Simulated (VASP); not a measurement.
Wanted: the native input for a VASP 6.6.1 run.

```
Task                   : relaxation of the atoms
Functional             : PBEsol
Potentials or basis    : VASP PAW PBE potentials, release 64 (Ga_d, Sb)
Cutoff                 : 600 eV
k mesh                 : 10 × 10 × 10
Occupations            : gaussian, width 0.03 eV
Spin                   : no spin polarisation
Further INCAR settings : ALGO = Normal; EDIFF = 1e-07; IBRION = 2; EDIFFG = -0.01; NSW = 40
```

The structure of GaSb lies in POSCAR:

```
GaSb                                    
1.0
   -0.0000000000      3.0368776788      3.0368776788
    3.0368776788      0.0000000000      3.0368776788
    3.0368776788      3.0368776788      0.0000000000
  Ga              Sb            
     1     1
Direct
     1.0000000000000000    1.0000000000000000    1.0000000000000000
     0.2500000000000000    0.2500000000000000    0.2500000000000000
```

The cell isn't the ideal one: a relaxed cell with its volume scaled by 0.98.

One way to write it, as run:

INCAR

```
PREC     = Accurate       # precision mode
ENCUT    = 600            # plane-wave cutoff, eV
EDIFF    = 1E-7           # SCF threshold, eV
ISMEAR   = 0              # smearing method
SIGMA    = 0.03           # smearing width, eV
LREAL    = F              # projectors in reciprocal space
LASPH    = T              # aspherical terms in the spheres
NELM     = 80             # most SCF steps
ALGO     = Normal         # electronic algorithm
ISIF     = 2              # what is computed and relaxed
LWAVE    = F              # write WAVECAR
LCHARG   = F              # write CHGCAR
GGA      = PS             # functional
IBRION   = 2              # ionic algorithm
NSW      = 40             # ionic steps
EDIFFG   = -0.01          # ionic threshold
```

KPOINTS

```
Automatic mesh
0
Gamma
  10 10 10
```

Potentials or basis: VASP PAW PBE potentials, release 64 (Ga_d, Sb).

The run is started by

```sh
$ cat potpaw_PBE.64/Ga_d/POTCAR potpaw_PBE.64/Sb/POTCAR > POTCAR
$ mpirun -np 1 vasp_std > vasp.out
```

It gave:

```json
{"Pressure after relaxing": "1.1 GPa", "Band gap on the k mesh": "0.15 eV, direct"}
```

Caveat: the relaxation stopped at its first step, so nothing moved; the PAW data sets were made with another functional, which shifts forces and pressure a little; spin-orbit coupling is left out, which moves the levels of the heavy elements.

It took 19 s on 1 thread of AMD EPYC 9R45 96-Core Processor (Zen 5) (shared host), peak memory 0.2 GiB.
